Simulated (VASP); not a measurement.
# Ca3Zn2P4Pb2 (P1) in VASP: notebook, part 2 of 2

VASP 6.6.1. The steps go on from the part before.

## Step 4: Single point, PBE

Input file INCAR:

```
ALGO = Fast
EDIFF = 1E-6
ENCUT = 520
GGA = PE
ISIF = 2
ISMEAR = 0
LASPH = True
LCHARG = False
LREAL = False
LWAVE = False
NBANDS = 62
NELM = 100
PREC = Accurate
SIGMA = 0.1
```

Input file KPOINTS:

```
k-points
0
Gamma
  4 4 1
```

Input file POSCAR:

```
Ca3Zn2P4Pb2
1.0
    4.2452150000     -0.0566900000      0.0133610000
   -2.1717020000      3.7610990000     -0.0322540000
    0.0483690000     -0.1069060000     15.3641600000
Pb Ca Zn P
2 3 2 4
Direct
    0.2737230410      0.6222860746      0.1349987244
    0.7100298818      0.3200269108      0.8681299491
    0.9273384518      0.9620552201      1.0133585539
   -0.0483473272      0.0035670121      0.2809916728
    1.0721978278      0.9765561927      0.7183471930
    0.3800253433      0.6974248088      0.5687437010
    0.6328547424      0.2886940744      0.4244051719
    0.4881528713      0.6799066712      0.8789676428
    0.5424435977      0.2654447207      0.1352753463
    0.2476705805      0.5775020292      0.4137453414
    0.7046691420      0.3726293614      0.5924852190
```

Potentials or basis: VASP PAW PBE potentials, release 64 (Pb_d, Ca_sv, Zn, P).

Command:

```bash
$ cat potpaw_PBE.64/Pb_d/POTCAR potpaw_PBE.64/Ca_sv/POTCAR potpaw_PBE.64/Zn/POTCAR potpaw_PBE.64/P/POTCAR > POTCAR
$ mpirun -np 1 vasp_std > vasp.out
```

OUTCAR:

```text
EDIFF = 1E-6
   ENCUT = 520
   GGA = PE
   ISIF = 2
   ISMEAR = 0
   LASPH = True
   LREAL = False
   NELM = 100
   PREC = Accurate

 ion  position               nearest neighbor table
   1  0.274  0.622  0.135-   9 2.35   9 2.42   9 2.67   3 3.03   3 3.07   3 3.19   4 3.24   4 3.34
                             4 3.44
   2  0.710  0.320  0.868-   8 2.20   8 2.44   8 2.85   3 3.14   5 3.27   3 3.29   5 3.38   5 3.48
                             3 3.63
   3  0.927  0.962  0.013-   8 2.62   9 2.92   1 3.03   1 3.07   2 3.14   1 3.19   2 3.29   2 3.63

   4  0.952  0.004  0.281-  10 2.94   1 3.24   1 3.34   1 3.44
   5  0.072  0.977  0.718-  11 2.96  11 3.04   2 3.27   2 3.38   2 3.48
   6  0.380  0.697  0.569-  10 2.44  11 2.46  11 2.49  11 2.54
   7  0.633  0.289  0.424-  10 2.25  10 2.53  11 2.60  10 2.66
   8  0.488  0.680  0.879-   2 2.20   2 2.44   3 2.62   2 2.85
   9  0.542  0.265  0.135-   1 2.35   1 2.42   1 2.67   3 2.92
  10  0.248  0.578  0.414-   7 2.25   6 2.44   7 2.53   7 2.66   4 2.94
  11  0.705  0.373  0.592-   6 2.46   6 2.49   6 2.54   7 2.60   5 2.96   5 3.04

  LATTYP: Found a triclinic cell.
 ALAT       =     4.2452866977
 B/A-ratio  =     1.7186214012
 C/A-ratio  =     3.6192156521
 COS(alpha) =     0.0015104890
 COS(beta)  =     0.0089840615
 COS(gamma) =     0.8592657671

  Lattice vectors:

 A1 = (   2.0735130000,   3.7044090000,  -0.0188930000)
 A2 = (   6.3187280000,   3.6477190000,  -0.0055320000)
 A3 = (  -0.0483690000,   0.1069060000, -15.3641600000)

Analysis of symmetry for initial positions (statically):
=====================================================================
 Subroutine PRICEL returns:
 Original cell was already a primitive cell.

 Routine SETGRP: Setting up the symmetry group for a
 triclinic supercell.

 Subroutine GETGRP returns: Found  1 space group operations
 (whereof  1 operations were pure point group operations)
 out of a pool of  2 trial point group operations.

[... 145 lines left out ...]
   IVDW    =     0    specifies the selected vdW correction
   LEPSILON=     F    determine dielectric tensor
   LRPA    =     F    only Hartree local field effects (RPA)
 non-spin polarized calculation
 RMM-DIIS sequential band-by-band and
 Gauss-broadening in eV      SIGMA  =   0.10
  energy-cutoff  :      520.00
  volume of cell :      243.41
 maximum number of plane-waves:      6582
   NGX = 15   NGY = 17   NGZ = 57

 number of electron     102.0000000 magnetization

 Free energy of the ion-electron system (eV)
  ---------------------------------------------------
  ext. energy  EPLUGINS =         0.00000000
  ---------------------------------------------------
  free energy    TOTEN  =       -36.96999201 eV

  energy without entropy =      -36.94406462  energy(sigma->0) =      -36.95702832

 E-fermi :   5.8310     XC(G=0):  -9.9017

 val. band max:        5.8214457184   @ k =   0.2500   0.2500   0.0000
 cond. band min:       5.8514163653   @ k =   0.0000   0.0000   0.0000
 fundamental gap:      0.0299706469
 Fermi energy:         5.8310257594

 k-point     1 :       0.0000    0.0000    0.0000
  band No.  band energies     occupation
      1     -35.9899      2.00000
      2     -35.8855      2.00000
      3     -35.2728      2.00000
      4     -17.0455      2.00000
      5     -16.9987      2.00000
      6     -16.9601      2.00000
[... 639 lines left out ...]
     61       9.2488      0.00000
     62       9.6059      0.00000

------------------------ aborting loop because EDIFF is reached ----------------------------------------

  FORCE on cell =-STRESS in cart. coord.  units (eV):
  Direction    XX          YY          ZZ          XY          YZ          ZX
  --------------------------------------------------------------------------------------
  -------------------------------------------------------------------------------------
  Total       19.9879419     20.8395580      5.4156421     -8.6838631      1.3319684      0.0030571
  in kB      131.5654409    137.1709830     35.6470588    -57.1592753      8.7673362      0.0201224
  external PRESSURE =     101.4611609 kB  Pullay stress =       0.0000000 kB

 VOLUME and BASIS-vectors are now :
 -----------------------------------------------------------------------------
  energy-cutoff  :      520.00
  volume of cell :      243.41
      direct lattice vectors                 reciprocal lattice vectors
     4.245215000 -0.056690000  0.013361000     0.237389133  0.137072998  0.000206432
    -2.171702000  3.761099000 -0.032254000     0.003572446  0.267958398  0.001853246
     0.048369000 -0.106906000 15.364160000    -0.000198939  0.000443324  0.065090250

 POSITION                                       TOTAL-FORCE (eV/Angst)
 -----------------------------------------------------------------------------------
     -0.18288      2.31053      2.05773        -2.301261     -0.141722      0.700042
      2.36122      1.07059     13.33725         4.445063     -1.354320     -1.043145
      1.84810      3.56439      0.18660         0.993049      0.315958      0.105940
      4.04582     -0.07057      4.32980         0.118999     -0.419831      0.451417
     -1.77955      3.59204     11.00627        -0.371299      0.218491     -0.354051
      0.12620      2.54074      8.72085        -0.077022     -0.027285     -0.141878
      2.08018      1.00456      6.51977        -1.154580     -0.556813      0.575432
      0.63827      2.43556     13.48919        -5.151911      0.914061     -0.230530
      1.73287      0.95315      2.07708         2.154673      0.351570      0.382038
     -0.18274      2.11377      6.34153         1.307866      1.119762     -1.178838
      2.21089      1.29821      9.10043         0.036424     -0.419870      0.733572
 -----------------------------------------------------------------------------------
    total drift:                                0.000634      0.000565     -0.001468

  FREE ENERGIE OF THE ION-ELECTRON SYSTEM (eV)
  ---------------------------------------------------
  free  energy   TOTEN  =       -36.9699920079 eV

  energy  without entropy=      -36.9440646239  energy(sigma->0) =      -36.95702832
```

OSZICAR:

```text
N       E                     dE             d eps       ncg     rms          rms(c)
DAV:   1     0.110269577492E+04    0.11027E+04   -0.46641E+04  1240   0.180E+03
DAV:   2     0.921296212849E+02   -0.10106E+04   -0.98696E+03  1240   0.501E+02
DAV:   3    -0.294909543722E+02   -0.12162E+03   -0.11869E+03  1676   0.181E+02
[... 29 lines left out ...]
RMM:  33    -0.369699872791E+02   -0.21537E-05   -0.23698E-05  1386   0.996E-03    0.443E-03
RMM:  34    -0.369699888629E+02   -0.15838E-05   -0.17694E-05  1325   0.915E-03    0.478E-03
RMM:  35    -0.369699901991E+02   -0.13362E-05   -0.15123E-05  1333   0.854E-03    0.504E-03
RMM:  36    -0.369699911862E+02   -0.98709E-06   -0.11289E-05  1254   0.775E-03    0.535E-03
RMM:  37    -0.369699920079E+02   -0.82169E-06   -0.94989E-06  1229   0.714E-03
   1 F= -.36969992E+02 E0= -.36957028E+02  d E =-.259274E-01
```

It took 5.2 min on 1 thread of AMD EPYC 9R45 (Zen 5), shared host; peak memory 0.41 GiB.

Results:

| Quantity | Value |
| --- | --- |
| Free energy | -36.9700 eV |
| Pressure | 10.1 GPa |
| Largest force | 5.237 eV/Å |
| Band gap on the k mesh | none (metal or under the smearing width) |

Forces in eV/Å, atoms in the order of the input:
```
Pb  -2.301 -0.142  0.700
Pb   4.445 -1.354 -1.043
Ca   0.993  0.316  0.106
Ca   0.119 -0.420  0.451
Ca  -0.371  0.218 -0.354
Zn  -0.077 -0.027 -0.142
Zn  -1.155 -0.557  0.575
P   -5.152  0.914 -0.231
P    2.155  0.352  0.382
P    1.308  1.120 -1.179
P    0.036 -0.420  0.734
```

Stress tensor (GPa, compression positive):
```
13.16 -5.72  0.00
-5.72 13.72  0.88
 0.00  0.88  3.56
```

Levels at points of the mesh, in eV from the Fermi level:
```
           k point  band 48  band 49  band 50  band 51  band 52  band 53  band 54  band 55
(0.00, 0.00, 0.00)    -1.65    -0.98    -0.88    -0.29     0.02     0.10     0.18     0.89
(0.50, 0.00, 0.00)    -2.28    -2.22    -2.02    -1.00    -0.12     0.16     1.22     2.14
(0.00, 0.50, 0.00)    -1.90    -1.82    -1.54    -1.03    -0.92     0.22     1.11     1.85
(0.50, 0.50, 0.00)    -2.01    -1.70    -1.29    -1.03    -0.96     0.37     1.22     2.09
```

Caveat: the k mesh is coarse (spacing up to 0.43 Å⁻¹), so the values aren't converged; forces of over 1 eV/Å show positions far from the minimum, so gaps and moduli don't describe the material at rest. Spin-orbit coupling is left out, which matters for the levels of Pb.
